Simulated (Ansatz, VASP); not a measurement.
Two plane-wave programs on Sr2SO

```xyz
4
Lattice="4.0432 0.0000 0.0000 0.0000 4.0432 0.0000 0.0000 0.0000 5.7180" Properties=species:S:1:pos:R:3 pbc="T T T"
Sr    2.0216    2.0216    2.8590
Sr    0.0000    0.0000    0.0000
S     0.0000    0.0000    2.8590
O     2.0216    2.0216    0.0000
```

The cell comes from a database or a generator and needn't be the stable form of this composition.

Alike in both runs: task band structure; functional PBEsol; k mesh 5 × 5 × 4; occupations fermi-dirac, width 0.05 eV; no spin polarisation.

```csv
,VASP,Ansatz
version,VASP 6.6.1,Ansatz 0.2.0
potentials or method,"VASP PAW PBE potentials, release 64 (Sr_sv, S, O)",Ansatz PAW
plane-wave cutoff (eV),520,420
valence electrons in the cell,32,32
```

|  | VASP | Ansatz | Ansatz less VASP |
| --- | --- | --- | --- |
| gap on the k mesh at the Fermi level (eV) | 2.12 | 2.14 | +0.020 |
| least direct gap on the mesh (eV) | 2.12 | 2.14 | +0.020 |
| gap along the band path (eV) | 2.12 | 2.14 | +0.020 |
| pressure (GPa) | -2.4 | -2.7 | -0.25 |
| largest component of the traceless stress (GPa) | 0.08 | 0.08 | -0.001 |

Caveats: the PAW data sets were made with another functional, which shifts forces and pressure a little (VASP); the PAW data sets come from PBE, with cores solved anew for the run's functional, which leaves a small shift of forces and pressure (Ansatz).
